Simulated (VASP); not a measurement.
Input:

```xyz
4
Lattice="4.2706 0.0000 0.0000 0.0000 4.2706 0.0000 0.0000 0.0000 4.2706" Properties=species:S:1:pos:R:3 pbc="T T T"
Sc     0.0000     0.0000     0.0000
Al     0.0000     2.1353     2.1353
Al     2.1353     0.0000     2.1353
Al     2.1353     2.1353     0.0000
```

Calculation: PBE GGA, VASP's PBE PAW potentials (set 64) (plane waves; VASP). Run with 480 eV cut-off, 8×8×8 Γ-centred mesh, first-order Methfessel-Paxton smearing of 0.10 eV, potentials Sc_sv Al.

Question: Predict the energy per atom (σ→0), pressure, band gap (on the k-mesh) with the smallest direct gap where there is one.

Answer: 
```json
{
 "band gap (on the k-mesh)": "none (metal, semimetal or under 0.01 eV)",
 "energy per atom (σ→0)": "-4.766 eV/atom",
 "pressure": "-7.95 GPa"
}
```

The absolute energy has meaning only against runs of the same code, potentials and settings.

The compound is Al3Sc in the L1_2 structure. This cell was strained or had an atom moved on purpose.
